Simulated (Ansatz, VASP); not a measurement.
One calculation of GeSb3O2, two programs

```
Ge Sb O
1.0
     4.67728    0.00000    0.00000
    -2.33864    4.05064    0.00000
     0.00000    0.00000    6.16232
Ge Sb O
1 3 2
Direct
  0.66667 0.33333 0.00000
  0.66667 0.33333 0.50000
  0.00000 0.00000 0.00000
  0.00000 0.00000 0.50000
  0.33333 0.66667 0.26050
  0.33333 0.66667 0.73950
```

Change from the starting cell: species swapped into the La2CuSi3 type (P-6m2, No. 187).

Alike in both runs: functional PBE; k mesh 6 × 6 × 2; occupations gaussian, width 0.1 eV; no spin polarisation.

Ansatz relaxed the structure, and its values are those at the end. VASP's run is a single point on that final structure, the one shown.

|  | VASP | Ansatz |
| --- | --- | --- |
| version | VASP 6.6.1 | Ansatz 0.2.0 |
| potentials or method | VASP PAW PBE potentials, release 64 (Ge_d, Sb, O) | scalar-relativistic, plane waves, PAW |
| plane-wave cutoff (eV) | 520 | 420 |
| valence electrons in the cell | 41 | 71 |

|  | VASP | Ansatz | Ansatz less VASP |
| --- | --- | --- | --- |
| gap on the k mesh at the Fermi level (eV) | none | none | - |
| pressure (GPa) | 0.1 | 0.2 | +0.07 |
| rms of the force components (eV/Å) | 0.004 | 0.002 | -0.0017 |

A gap of «none» marks a metal or a gap that the smearing closes. The two sets of potentials don't hold the same shells in valence.

Caveats: the k mesh is coarse (spacing up to 0.51 Å⁻¹), so the values aren't converged; an odd number of electrons without spin polarisation forces a metal; a magnetic or distorted state may lie lower. Spin-orbit coupling is left out, which matters for the levels of Sb.
